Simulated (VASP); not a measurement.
## How a change of volume changes V

How do stress and energy of V follow a change of volume?

Method: PBEsol, no spin polarisation; plane waves and PAW (V_sv), in the first sound run; inputs show where later runs differ, in VASP 6.6.1.

### 1. The structure

It takes space group Im-3m (No. 229, cubic). The conventional cell has a = 3.020 Å, b = 3.020 Å, c = 3.020 Å, α = 90.00°, β = 90.00°, γ = 90.00°. Nearest to V lie 8 V at 2.62 Å.

### 2. Relax the crystal, PBEsol

The series starts from the cell that this level prefers, so that zero strain is near zero stress.

This step took 2 runs in a row; the last is shown.

Level: PBEsol, no spin polarisation; plane waves and PAW (V_sv).

INCAR

```
SYSTEM = V
PREC = Accurate
ENCUT = 450
EDIFF = 1E-07
NELM = 120
ISMEAR = 1
SIGMA = 0.15
LREAL = .FALSE.
ALGO = Normal
GGA = PS
NBANDS = 12
LASPH = .TRUE.
LORBIT = 11
LWAVE = .FALSE.
LCHARG = .FALSE.
KPAR = 8
IBRION = 2
NSW = 40
ISIF = 3
EDIFFG = -0.005
POTIM = 0.4
```

POSCAR

```
V
1.0
   -1.4786221973      1.4786221973      1.4786221973
    1.4786221973     -1.4786221973      1.4786221973
    1.4786221973      1.4786221973     -1.4786221973
V
1
Direct
    0.0000000000      0.0000000000      0.0000000000
```

KPOINTS

```
Automatic mesh
0
Gamma
27 27 27
0 0 0
```

Potentials, in the order of the species: V_sv (PBE family, release 64).

Started as:

```console
$ mpirun -np 8 vasp_std
```

Log:

```text
[banner, memory and clock lines left out]
running    8 mpi-ranks, on    1 nodes
[...]
|                                                                             |
|           W    W    AA    RRRRR   N    N  II  N    N   GGGG   !!!           |
|           W    W   A  A   R    R  NN   N  II  NN   N  G    G  !!!           |
|           W    W  A    A  R    R  N N  N  II  N N  N  G       !!!           |
|           W WW W  AAAAAA  RRRRR   N  N N  II  N  N N  G  GGG   !            |
|           WW  WW  A    A  R   R   N   NN  II  N   NN  G    G                |
|           W    W  A    A  R    R  N    N  II  N    N   GGGG   !!!           |
|                                                                             |
|     For optimal performance we recommend to set                             |
|       NCORE = 2 up to number-of-cores-per-socket                            |
|     NCORE specifies how many cores store one orbital (NPAR=cpu/NCORE).      |
|     This setting can greatly improve the performance of VASP for DFT.       |
[...]
DAV:   5    -0.963417359229E+01    0.11831E-06   -0.19186E-07 13260   0.621E-03    0.153E-03
DAV:   6    -0.963417338935E+01    0.20294E-06   -0.14330E-08  7032   0.193E-03    0.142E-04
DAV:   7    -0.963417341350E+01   -0.24153E-07   -0.94877E-10  6788   0.442E-04
   2 F= -.96341734E+01 E0= -.96342034E+01  d E =0.435011E-05
 trial-energy change:    0.000004  1 .order    0.000001   -0.000093    0.000095
 step:   0.4677(harm=  0.4955)  dis= 0.00000  next Energy=    -9.634199 (dE=-0.214E-04)
[...]
N       E                     dE             d eps       ncg     rms          rms(c)
DAV:   1    -0.963488631638E+01   -0.71293E-03   -0.10952E-02 13456   0.179E+00    0.298E-01
DAV:   2    -0.963420964725E+01    0.67667E-03   -0.16819E-03 13520   0.678E-01    0.591E-02
DAV:   3    -0.963420163026E+01    0.80170E-05   -0.86411E-06 14076   0.364E-02    0.331E-02
DAV:   4    -0.963419775320E+01    0.38771E-05   -0.58140E-06 14136   0.271E-02    0.192E-03
DAV:   5    -0.963419788930E+01   -0.13611E-06   -0.53632E-08  9436   0.340E-03    0.748E-04
DAV:   6    -0.963419797900E+01   -0.89697E-07   -0.67063E-09  6732   0.135E-03
   3 F= -.96341980E+01 E0= -.96342282E+01  d E =-.202154E-04
[...]
reached required accuracy - stopping structural energy minimisation
```

The job ended after 12 s (8 MPI ranks of Intel Xeon 6975P-C (Granite Rapids), shared host; peak memory 1.3 GiB).

Lines that name or quote the potential files are left out of all logs, and their timing lines are given in words.

From OUTCAR (step 2):

```text
  Total       -0.0003184     -0.0003184     -0.0003184     -0.0000000      0.0000000     -0.0000000
  in kB       -0.0395055     -0.0395055     -0.0395055     -0.0000000      0.0000000     -0.0000000
  external PRESSURE =      -0.0395055 kB  Pullay stress =       0.0000000 kB

 POSITION                                       TOTAL-FORCE (eV/Angst)
 -----------------------------------------------------------------------------------
      0.00000     -0.00000      0.00000         0.000000     -0.000000      0.000000
 -----------------------------------------------------------------------------------
    total drift:                                0.000000      0.000000      0.000000

  FREE ENERGIE OF THE ION-ELECTRON SYSTEM (eV)
  ---------------------------------------------------
  free  energy   TOTEN  =        -9.6341979790 eV

  energy  without entropy=       -9.6342886283  energy(sigma->0) =       -9.63422820

 reached required accuracy - stopping structural energy minimisation

[... 3 further parts left out ...]
[key lines of the parts left out:]
E-fermi :  10.0937
```

This run gave:

| Quantity | Value |
| --- | --- |
| energy(sigma→0) of the program | -9.6342 eV |
| stress, compression positive | xx, yy, zz 0.00, 0.00, 0.00 GPa |
| volume | 12.911 Å³ |
| ionic steps | 3 |

### 3. Relax at fixed volume, PBEsol

One member in full: the volume is scaled by 0.96, and the cell is held.

Level: PBEsol, no spin polarisation; plane waves and PAW (V_sv).

INCAR, as its differences from that of step 2:

```diff
@@ -15,7 +15,8 @@
 LCHARG = .FALSE.
-KPAR = 8
+KPAR = 2
 IBRION = 2
 NSW = 40
-ISIF = 3
-EDIFFG = -0.005
+ISIF = 2
+EDIFFG = -0.004
 POTIM = 0.4
+MAXMIX = 40
```

POSCAR

```
V
1.0
   -1.4578915444      1.4578915444      1.4578915444
    1.4578915444     -1.4578915444      1.4578915444
    1.4578915444      1.4578915444     -1.4578915444
V
1
Direct
    0.0000000000      0.0000000000      0.0000000000
```

KPOINTS is that of step 2.

Started as:

```console
$ mpirun -np 2 vasp_std
```

Log:

```text
[banner, memory and clock lines left out]
running    2 mpi-ranks, on    1 nodes
[...]
[... a notice as in an earlier step ...]

 LDA part: xc-table for (Slater+PW92), standard interpolation
 POSCAR, INCAR and KPOINTS ok, starting setup
[...]
entering main loop
       N       E                     dE             d eps       ncg     rms          rms(c)
DAV:   1     0.805126776572E+02    0.80513E+02   -0.65199E+03 13552   0.108E+03
DAV:   2    -0.992344178076E+01   -0.90436E+02   -0.87741E+02 13728   0.311E+02
DAV:   3    -0.110236375212E+02   -0.11002E+01   -0.10977E+01 14820   0.401E+01
DAV:   4    -0.110287311938E+02   -0.50937E-02   -0.50936E-02 14456   0.288E+00
[...]
DAV:   9    -0.961759019047E+01   -0.35195E-04   -0.66842E-05 14188   0.115E-01    0.499E-02
DAV:  10    -0.961759776957E+01   -0.75791E-05   -0.33389E-06 14224   0.178E-02    0.113E-03
DAV:  11    -0.961759781988E+01   -0.50312E-07   -0.95686E-08  9956   0.496E-03
   1 F= -.96175978E+01 E0= -.96176145E+01  d E =-.961760E+01
[...]
reached required accuracy - stopping structural energy minimisation
```

The job ended after 14 s (2 MPI ranks; peak memory 0.31 GiB; 22 s of CPU time).

From OUTCAR (step 3):

```text
  Total        0.6790232      0.6790232      0.6790232     -0.0000000      0.0000000     -0.0000000
  in kB       87.7727169     87.7727169     87.7727169     -0.0000000      0.0000000     -0.0000000
  external PRESSURE =      87.7727169 kB  Pullay stress =       0.0000000 kB

 POSITION                                       TOTAL-FORCE (eV/Angst)
 -----------------------------------------------------------------------------------
      0.00000      0.00000      0.00000         0.000000      0.000000     -0.000000
 -----------------------------------------------------------------------------------
    total drift:                                0.000000      0.000000      0.000000

  FREE ENERGIE OF THE ION-ELECTRON SYSTEM (eV)
  ---------------------------------------------------
  free  energy   TOTEN  =        -9.6175978199 eV

  energy  without entropy=       -9.6176479588  energy(sigma->0) =       -9.61761453

[... 2 parts as in an earlier step ...]

[... 2 further parts left out ...]
[key lines of the parts left out:]
E-fermi :  10.6314
```

Read from the output:

- energy(sigma→0) of the program: -9.6176 eV
- stress, compression positive: xx, yy, zz 8.78, 8.78, 8.78 GPa
- ionic steps: 1

### 4. All members

The other members went through these steps as far as the tables show, with the same cutoff and, step by step, the same mesh; 9 runs are not shown. The session took 0.15 core hours (wall time by ranks) on a shared machine.

```csv
volume over the relaxed volume,volume (Å³/atom),pressure (GPa),"energy above the unstrained row, extrapolated to no smearing (meV/atom)"
0.940,12.136,13.881,36.218
0.960,12.395,8.777,16.518
0.980,12.653,4.150,4.679
0.990,12.782,2.002,1.482
1,12.911,-0.045,0.000
1.010,13.040,-1.994,0.102
1.020,13.169,-3.852,1.771
1.040,13.428,?,?
1.060,13.686,-10.419,22.424
```

### 5. A fit to the known rows

Fitting a cubic to the 8 known rows (u: logarithm of the volume ratio) gives pressure = − 318.2 u³ + 390.3 u² − 199.7 u − 0.04581 in GPa; the residuals are 0.0010 GPa r.m.s.

At u = 0.03922 this predicts -7.297 GPa.

### 6. The withheld row

The calculation gives -7.281 GPa, so the prediction is 0.016 GPa too low, more than twice the residual of the fit.

A cubic of the pressure in ln(V/V₀) through all rows has the slope −B at V₀: B = 200 GPa, and its curvature gives B′ = 3.9.

### 7. Results

| Quantity | Value |
| --- | --- |
| error of the predicted pressure | -0.016 GPa |
| bulk modulus | 200 GPa |

In words: The slope of the energy gives 0.84 GPa at the relaxed volume where the pressure column has -0.04 GPa, a mark of the finite basis or of the smearing. These are static values: temperature and zero-point motion are left out. In a metal the slopes also depend on mesh and smearing, which were held through the series.

[Lines on the potential files, build, host, timing and source positions are cut from VASP's logs without a mark.]

[Logs are printed without paths, hosts, clocks, repeated set-up lines and the standing remarks that a program may print on its own settings, such as how far it seeks lower states.]

[Hosts, paths, dates, database ids (printed as entryN), source tags and the programs' standing remarks are cut or masked in the printed files.]

[In band tables of VASP the shares of atoms and orbitals are scaled to a sum of 1 inside the atoms' spheres.]
